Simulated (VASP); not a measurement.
Consider the following.

```
CELL_PARAMETERS angstrom
      0.00000     2.66630     2.66630
      2.66630     0.00000     2.66630
      2.66630     2.66630     0.00000
ATOMIC_POSITIONS crystal
  Ca 0.00000 0.00000 0.00000
  F  0.25000 0.25000 0.25000
  F  0.75000 0.75000 0.75000
```

All values below come from PBEsol GGA, VASP's PBE PAW potentials (set 64) (plane waves; VASP). Numerical set-up: 620 eV cut-off, 7×7×7 Γ-centred mesh, Gaussian smearing of 0.050 eV, potentials Ca_sv F.

Task: Estimate the energy per atom (σ→0), pressure.

Result: 
- energy per atom (σ→0) = -5.957 eV/atom
- pressure = 5.07 GPa

The absolute energy has meaning only against runs of the same code, potentials and settings.

The compound is CaF2 in the fluorite structure. It was relaxed first under an external pressure of 5 GPa.
